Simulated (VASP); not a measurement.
KF (rock salt): computed properties

Level of theory: r2SCAN meta-GGA, VASP's PBE PAW potentials (set 64) (plane waves; VASP 6.6.1).

| Item | Result |
|---|---|
| space group | Fm-3m (225) |
| cell | a = b = c = 5.318 Å, α = β = γ = 90.00° |
| volume per atom | 18.80 Å³/atom |
| band gap (over mesh and band path) | 6.91 eV |
| smallest direct gap (over mesh and band path) | 6.91 eV |
| band-edge character | direct, Γ to Γ |
| density | 2.57 g/cm³ |
| mean ε∞ (independent particles) | 1.99 |

```cif
data_FK
_chemical_formula_sum 'K1 F1'
_space_group_name_H-M_alt 'P 1'
_space_group_IT_number 1
_cell_length_a 3.76032
_cell_length_b 3.76032
_cell_length_c 3.76032
_cell_angle_alpha 60.000
_cell_angle_beta 60.000
_cell_angle_gamma 60.000
loop_
_space_group_symop_operation_xyz
  'x, y, z'
loop_
_atom_site_label
_atom_site_type_symbol
_atom_site_fract_x
_atom_site_fract_y
_atom_site_fract_z
_atom_site_occupancy
K1 K 0.00000 0.00000 0.00000 1
F1 F 0.50000 0.50000 0.50000 1
```

Measured: gap 10.90 eV (computed value off by -3.99 eV), as given by David Koller et al., Journal of Physics Condensed Matter (2013), arXiv:1304.4470.

The compound is KF in the rock salt structure. It was relaxed first. Symmetry was kept, so distortions that lower it aren't found.
